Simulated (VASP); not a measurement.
Wanted: the native input for a VASP 6.6.1 run.

- Task: relaxation of cell and atoms
- Functional: PBE
- Potentials or basis: VASP PAW PBE potentials, release 64 (Be, Te, Se)
- Cutoff: 520 eV
- k mesh: 4 × 4 × 2
- Occupations: gaussian, width 0.15 eV
- Spin: no spin polarisation
- Further INCAR settings: PREC = Normal; ALGO = Fast; EDIFF = 0.0001; IBRION = 2; EDIFFG = -0.08; NSW = 24; ISIF = 3

The structure of Be3Te2Se lies in POSCAR:

```
Be3Te2Se
1.0
    3.7670000000      0.0000000000      0.0000000000
   -1.8835000000      3.2623177000      0.0000000000
    0.0000000000      0.0000000000      9.2270000000
Be Te Se
3 2 1
Direct
    0.3333333300      0.6666666700      0.5833300000
    0.0000000000      0.0000000000      0.2500000000
    0.6666666700      0.3333333300      0.9166700000
    0.3333333300      0.6666666700      0.3333300000
    0.6666666700      0.3333333300      0.6666700000
    0.0000000000      0.0000000000      0.0000000000
```

The cell was built by a generator and needn't be a form met in nature.

One way to write it, as run:

INCAR

```
SYSTEM = Be3Te2Se
ALGO     = Fast           ! electronic algorithm
EDIFF    = 1E-4           ! SCF threshold, eV
EDIFFG   = -0.08          ! ionic threshold
ENCUT    = 520            ! plane-wave cutoff, eV
GGA      = PE             ! functional
IBRION   = 2              ! ionic algorithm
ISIF     = 3              ! what is computed and relaxed
ISMEAR   = 0              ! smearing method
KPAR     = 2            
LASPH    = .True.         ! aspherical terms in the spheres
LCHARG   = .False.        ! write CHGCAR
LREAL    = .False.        ! projectors in reciprocal space
LWAVE    = .False.        ! write WAVECAR
NELM     = 60             ! most SCF steps
NSW      = 24             ! ionic steps
PREC     = Normal         ! precision mode
SIGMA    = 0.15           ! smearing width, eV
```

KPOINTS

```
k-points
0
Gamma
  4 4 2
  0 0 0
```

Potentials or basis: VASP PAW PBE potentials, release 64 (Be, Te, Se).

Run with:

```bash
$ cat potpaw_PBE.64/Be/POTCAR potpaw_PBE.64/Te/POTCAR potpaw_PBE.64/Se/POTCAR > POTCAR
$ mpirun -np 2 vasp_std > vasp.out
```

It gave:

```yaml
Relaxed_volume: 21.05 Å³/atom
Relaxed_cell: a = 3.916 Å, b = 3.916 Å, c = 9.508 Å, α = 90.00°, β = 90.00°, γ = 120.00°
Space_group_after_relaxing_to_0.05_Å: P3m1 (No. 156)
Energy_gained_by_relaxing: 78.9 meV/atom
Ionic_steps: 8
Pressure_after_relaxing: 0.0 GPa
Largest_force_after_relaxing: 0.065 eV/Å
Band_gap_on_the_k_mesh: 1.92 eV, indirect (least direct gap 2.24 eV)
```

Caveat: the k mesh is coarse (spacing up to 0.48 Å⁻¹), so the values aren't converged; spin-orbit coupling is left out, which moves the levels of the heavy elements; the relaxation stopped at a loose force limit of 0.08 eV/Å, so its end isn't a converged minimum.

It took 24 s on 2 MPI ranks on Intel(R) Xeon(R) Platinum 8559C (Emerald Rapids) (shared host), peak memory 0.18 GiB a rank.
